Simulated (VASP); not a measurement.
# InSi7O16 (a cell with a defect) (Cristobalite) in VASP: settings compared, part 3 of 3

VASP 6.6.1. The steps go on from the part before.

## (5) Electric field gradients, r2SCAN

This run's cell holds other atoms than the first one's.

File POSCAR:

```
Si7CO16
1.0
    0.0000000000      4.9820000000      6.9630000000
    4.9820000000      0.0000000000      6.9630000000
    4.9820000000      4.9820000000      0.0000000000
C Si O
1 7 16
Direct
    0.0000000000      0.0000000000      0.2906253376
    0.5000000000      0.5000000000      0.7908187851
    0.3863122771      0.8471895993      0.3632751473
    0.9328463205      0.3110733736      0.8983471294
    0.2471186711      0.2526535612      0.4596275791
    0.7528813289      0.7473464388      0.9593998114
    0.0671536795      0.6889266264      0.1422668235
    0.6136877229      0.1528104007      0.5967770237
    0.0395472338      0.1198546128      0.1002619071
    0.4856508469      0.6787924009      0.5745803594
    0.3365522981      0.0720641913      0.3412908187
    0.9102310189      0.5137295564      0.9016623968
    0.4407457032      0.2429701020      0.4672490076
    0.8851938172      0.7869820027      1.0214394837
    0.2916749033      0.6188471451      0.9743528164
    0.8238562564      0.1365977119      0.4269494911
    0.0897689811      0.4862704436      0.3256229721
    0.6634477019      0.9279358087      0.7499073082
    0.1148061828      0.2130179973      0.6936153036
    0.5592542968      0.7570298980      0.1509648129
    0.1761437436      0.8634022881      0.3874034594
    0.7083250967      0.3811528549      0.8848748648
    0.5143491531      0.3212075991      0.7390236072
    0.9604527662      0.8801453872      0.2596637537
```

File INCAR.step1:

```
  ALGO = Normal
  EDIFF = 1E-4
  ENCUT = 520
  GGA = PE
  ISMEAR = -1
  LASPH = True
  LCHARG = False
  LREAL = Auto
  LWAVE = True
  NBANDS = 82
  NELM = 100
  PREC = Accurate
  SIGMA = 0.01
```

File INCAR.step2:

```
  ALGO = Normal
  EDIFF = 1E-8
  ENCUT = 520
  ISIF = 2
  ISMEAR = -1
  ISTART = 1
  LASPH = True
  LCHARG = False
  LEFG = True
  LMIXTAU = True
  LREAL = Auto
  LWAVE = False
  METAGGA = R2SCAN
  NBANDS = 82
  NELM = 100
  PREC = Accurate
  SIGMA = 0.01
```

File KPOINTS:

```
k-points
0
Gamma
  3 3 3
```

Potentials or basis: VASP PAW PBE potentials, release 64 (C, Si, O).

Command:

```console
cat potpaw_PBE.64/C/POTCAR potpaw_PBE.64/Si/POTCAR potpaw_PBE.64/O/POTCAR > POTCAR
cp INCAR.step1 INCAR
mpirun -np 1 vasp_std > vasp.out
cp INCAR.step2 INCAR
mpirun -np 1 vasp_std > vasp.out
```

OUTCAR:

```text
EDIFF = 1E-8
   ENCUT = 520
   ISIF = 2
   ISMEAR = -1
   ISTART = 1
   LASPH = True
   LREAL = Auto
   METAGGA = R2SCAN
   NELM = 100
   PREC = Accurate

 ion  position               nearest neighbor table
   1  0.000  0.000  0.291-  24 1.39   9 1.39  21 1.40  16 1.40
   2  0.500  0.500  0.791-  10 1.63  23 1.63  22 1.63  15 1.63
   3  0.386  0.847  0.363-  11 1.62  20 1.63  10 1.63  21 1.65   5 3.12   6 3.13
   4  0.933  0.311  0.898-  19 1.62  12 1.62  22 1.63   9 1.65   6 3.11   5 3.11
   5  0.247  0.253  0.460-  19 1.62  17 1.62  11 1.63  13 1.63   7 3.11   4 3.11   3 3.12   8 3.13

   6  0.753  0.747  0.959-  14 1.62  12 1.62  18 1.63  20 1.63   4 3.11   7 3.11   8 3.12   3 3.13

   7  0.067  0.689  0.142-  14 1.62  17 1.62  15 1.63  24 1.65   5 3.11   6 3.11
   8  0.614  0.153  0.597-  18 1.62  13 1.63  23 1.63  16 1.65   6 3.12   5 3.13
   9  0.040  0.120  0.100-   1 1.39   4 1.65
  10  0.486  0.679  0.575-   2 1.63   3 1.63
  11  0.337  0.072  0.341-   3 1.62   5 1.63
  12  0.910  0.514  0.902-   4 1.62   6 1.62
  13  0.441  0.243  0.467-   8 1.63   5 1.63
  14  0.885  0.787  0.021-   6 1.62   7 1.62
[... 8 lines left out ...]
  23  0.514  0.321  0.739-   2 1.63   8 1.63
  24  0.960  0.880  0.260-   1 1.39   7 1.65

  LATTYP: Found a body centered tetragonal cell.
 ALAT       =     7.0456119677
 C/A-ratio  =     1.9765493847

  Lattice vectors:

[... 1056 lines left out ...]

  energy  without entropy=     -232.4906583134  energy(sigma->0) =     -232.49065831

 Electric field gradients (V/A^2)
---------------------------------------------------------------------
 ion       V_xx      V_yy      V_zz      V_xy      V_xz      V_yz
---------------------------------------------------------------------
   1      -0.844    -0.845     1.689     0.010     0.449    -0.448
   2      -3.829    -3.831     7.660    -1.616    -2.299     2.299
   3      -3.916     4.536    -0.619    -0.355     0.822     3.035
   4      -5.354     4.667     0.687     1.913    -1.050    -1.821
   5       2.007     2.637    -4.644     0.462    -3.409     1.428
   6       2.637     2.007    -4.644     0.461    -1.429     3.409
[... 16 lines left out ...]
  23      64.172   -54.983    -9.189    16.821    59.931     9.510
  24      50.527   -96.613    46.086    26.534   112.769    47.589
---------------------------------------------------------------------

 Electric field gradients after diagonalization (V/A^2)
 (convention: |V_zz| > |V_xx| > |V_yy|)
----------------------------------------------------------------------
 ion       V_xx      V_yy      V_zz     asymmetry (V_yy - V_xx)/ V_zz
----------------------------------------------------------------------
   1      -1.003    -0.835     1.838       0.092
   2      -5.446    -3.189     8.635       0.261
   3      -4.273    -1.667     5.940       0.439
   4      -5.787    -0.007     5.794       0.998
   5       3.471     2.859    -6.330       0.097
   6       3.472     2.859    -6.331       0.097
[... 16 lines left out ...]
  23     -57.390   -42.773   100.163       0.146
  24    -111.657   -59.672   171.330       0.303
----------------------------------------------------------------------

           NMR quadrupolar parameters

 Cq : quadrupolar parameter    Cq=e*Q*V_zz/h
 eta: asymmetry parameters     (V_yy - V_xx)/ V_zz
 Q  : nuclear electric quadrupole moment in mb (millibarn)
----------------------------------------------------------------------
 ion       Cq(MHz)       eta       Q (mb)
----------------------------------------------------------------------
   1       0.004       0.092       1.000
   2       0.021       0.261       1.000
   3       0.014       0.439       1.000
   4       0.014       0.998       1.000
   5      -0.015       0.097       1.000
   6      -0.015       0.097       1.000
[... 16 lines left out ...]
  23       0.242       0.146       1.000
  24       0.414       0.303       1.000
----------------------------------------------------------------------
```

OSZICAR.step1:

```text
N       E                     dE             d eps       ncg     rms          rms(c)
DAV:   1     0.869710986186E+03    0.86971E+03   -0.66332E+04  1664   0.142E+03
DAV:   2    -0.137707061730E+03   -0.10074E+04   -0.97830E+03  2064   0.335E+02
DAV:   3    -0.210059629641E+03   -0.72353E+02   -0.71984E+02  1944   0.967E+01
DAV:   4    -0.211261615411E+03   -0.12020E+01   -0.11986E+01  2048   0.132E+01
DAV:   5    -0.211287312107E+03   -0.25697E-01   -0.25668E-01  1976   0.185E+00    0.389E+01
DAV:   6    -0.187276225798E+03    0.24011E+02   -0.10168E+02  1904   0.342E+01    0.174E+01
DAV:   7    -0.187382731449E+03   -0.10651E+00   -0.33733E+00  2136   0.614E+00    0.693E+00
DAV:   8    -0.187374463582E+03    0.82679E-02   -0.19269E-01  1920   0.205E+00    0.252E+00
DAV:   9    -0.187397148579E+03   -0.22685E-01   -0.65269E-02  1984   0.115E+00    0.485E-01
DAV:  10    -0.187401706085E+03   -0.45575E-02   -0.12467E-02  1990   0.511E-01    0.252E-01
DAV:  11    -0.187401871420E+03   -0.16534E-03   -0.19553E-03  1936   0.215E-01    0.109E-01
DAV:  12    -0.187402154725E+03   -0.28330E-03   -0.72115E-04  1764   0.126E-01    0.330E-02
DAV:  13    -0.187402201314E+03   -0.46589E-04   -0.90627E-05  1280   0.565E-02
   1 F= -.18740220E+03 E0= -.18740220E+03  d E =-.955376E-14
```

Wall time 23 min (1 thread of AMD EPYC 9R45 (Zen 5), shared host); peak memory 0.62 GiB.

What came out:

```
Free energy            : -232.4907 eV
Pressure               : -5.6 GPa
Largest force          : 0.289 eV/Å
Band gap on the k mesh : 6.10 eV, direct
```

Forces in eV/Å, atoms in the order of the input:
```
C    0.040  0.040  0.000
Si   0.045  0.045  0.000
Si  -0.059  0.030  0.038
Si  -0.067  0.039  0.059
Si  -0.038 -0.051 -0.009
Si  -0.051 -0.038  0.009
Si   0.039 -0.067 -0.059
Si   0.030 -0.059 -0.038
O    0.050 -0.212 -0.079
O   -0.011 -0.118 -0.198
O    0.125  0.144 -0.191
O    0.115 -0.114 -0.220
O    0.064  0.135 -0.201
O   -0.123  0.134 -0.187
O   -0.053 -0.049 -0.152
O    0.001 -0.024 -0.288
O   -0.114  0.115  0.220
O    0.144  0.125  0.191
O    0.134 -0.123  0.187
O    0.135  0.064  0.201
O   -0.024  0.001  0.288
O   -0.049 -0.053  0.152
O   -0.118 -0.011  0.198
O   -0.212  0.050  0.079
```

Levels at points of the mesh, in eV from the valence-band top:
```tsv
k point	band 60	band 61	band 62	band 63	band 64	band 65	band 66	band 67	band 68	band 69
(0.00, 0.00, 0.00)	-0.63	-0.58	-0.35	-0.28	0.00	6.10	8.95	9.20	9.38	9.39
```

Electric field gradients, principal values (V/Å²):
| atom | Vxx | Vyy | Vzz |
| --- | --- | --- | --- |
| 1 C | -0.835 | -1.003 | 1.838 |
| 2 Si | -3.189 | -5.446 | 8.635 |
| 3 Si | -1.667 | -4.273 | 5.940 |
| 4 Si | -0.007 | -5.787 | 5.794 |
| 5 Si | 2.859 | 3.471 | -6.330 |
| 6 Si | 2.859 | 3.472 | -6.331 |
| 7 Si | -0.007 | -5.786 | 5.793 |
| 8 Si | -1.668 | -4.272 | 5.940 |
| 9 O | -59.670 | -111.656 | 171.326 |
| 10 O | -42.769 | -57.390 | 100.159 |
| 11 O | -42.116 | -50.916 | 93.033 |
| 12 O | -38.056 | -53.153 | 91.209 |
| 13 O | -40.495 | -53.613 | 94.108 |
| 14 O | -39.842 | -51.850 | 91.692 |
| 15 O | -44.877 | -58.093 | 102.970 |
| 16 O | -61.867 | -108.120 | 169.987 |
| 17 O | -38.056 | -53.149 | 91.205 |
| 18 O | -42.111 | -50.919 | 93.030 |
| 19 O | -39.841 | -51.847 | 91.688 |
| 20 O | -40.487 | -53.616 | 94.104 |
| 21 O | -61.869 | -108.120 | 169.989 |
| 22 O | -44.883 | -58.090 | 102.972 |
| 23 O | -42.773 | -57.390 | 100.163 |
| 24 O | -59.672 | -111.657 | 171.330 |

Caveat: the PAW data sets were made with another functional, which shifts forces and pressure a little.
